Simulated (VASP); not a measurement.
An input for Quantum ESPRESSO's pw.x (written as the equivalent of a VASP run, and not itself run):

```
&CONTROL
  calculation = 'vc-relax'
  pseudo_dir = './pseudo'
  outdir = './out'
  tprnfor = .true.
  tstress = .true.
  nstep = 30
  forc_conv_thr = 0.00039
/
&SYSTEM
  ibrav = 0
  nat = 6
  ntyp = 2
  ecutwfc = 84
  occupations = 'smearing'
  smearing = 'methfessel-paxton'
  degauss = 0.00735
  input_dft = 'pbe'
  vdw_corr = 'grimme-d3'
  dftd3_version = 3
  dftd3_threebody = .false.
/
&ELECTRONS
  conv_thr = 7.3e-09
  electron_maxstep = 100
/
&IONS
/
&CELL
  cell_dofree = 'shape'
/
ATOMIC_SPECIES
  Ir 192.217 Ir.upf
  O 15.999 O.upf
CELL_PARAMETERS angstrom
     4.4317011    0.0000000    0.0000000
     0.0000000    4.4317011    0.0000000
     0.0000000    0.0000000    3.1161349
ATOMIC_POSITIONS crystal
  Ir   0.0000000  0.0000000  0.0000000
  Ir   0.5000000  0.5000000  0.5000000
  O    0.3082785  0.3082785  0.0000000
  O    0.8082785  0.1917215  0.5000000
  O    0.1917215  0.8082785  0.5000000
  O    0.6917215  0.6917215  0.0000000
K_POINTS automatic
  7 7 10 0 0 0
```

Task: Write the VASP files for the same calculation (PBE-D3 (zero damping)).

Result: Several could match; the one computed here: 
**KPOINTS**
```
Automatic mesh
0
Gamma
7 7 10
0 0 0
```

### POSCAR
```
IrO2
1.0
  4.4317011156   0.0000000000   0.0000000000
  0.0000000000   4.4317011156   0.0000000000
  0.0000000000   0.0000000000   3.1161349006
Ir O
2 4
Cartesian
  0.0000000000   0.0000000000   0.0000000000
  2.2158505578   2.2158505578   1.5580674503
  1.3661983027   1.3661983027   0.0000000000
  3.5820488605   0.8496522551   1.5580674503
  0.8496522551   3.5820488605   1.5580674503
  3.0655028129   3.0655028129   0.0000000000
```

### INCAR
```
LCHARG = .False.
ISMEAR = 1
ISIF = 4   ! ions and shape, fixed volume
LMAXMIX = 6   ! l cut-off of mixed one-centre charges
LWAVE = .False.
SYSTEM = IrO2
ENCUT = 520
ALGO = Normal   ! blocked Davidson
GGA = PE
EDIFF = 1E-7   ! SCF stop (eV)
IVDW = 11
PREC = Accurate
LASPH = .True.
SIGMA = 0.1   ! width (eV)
NELM = 100
NSW = 30
LREAL = .False.
EDIFFG = -0.01
IBRION = 2   ! conjugate gradients
```

POTCAR, in this order: Ir O (PBE.64 set). Program: vasp_std.

Limits of the translation: the potentials are each code's own (VASP's PAW set, PseudoDojo norm-conserving files in pw.x), so ENCUT and ecutwfc are chosen apart and not converted; conv_thr bounds pw.x's estimated SCF error, while EDIFF bounds the energy change between steps; forc_conv_thr acts on force components and is met together with etot_conv_thr.

The compound is IrO2 in the rutile structure. This cell is one point of a volume scan, at 0.94 of the reference volume. Symmetry was kept, so distortions that lower it aren't found.
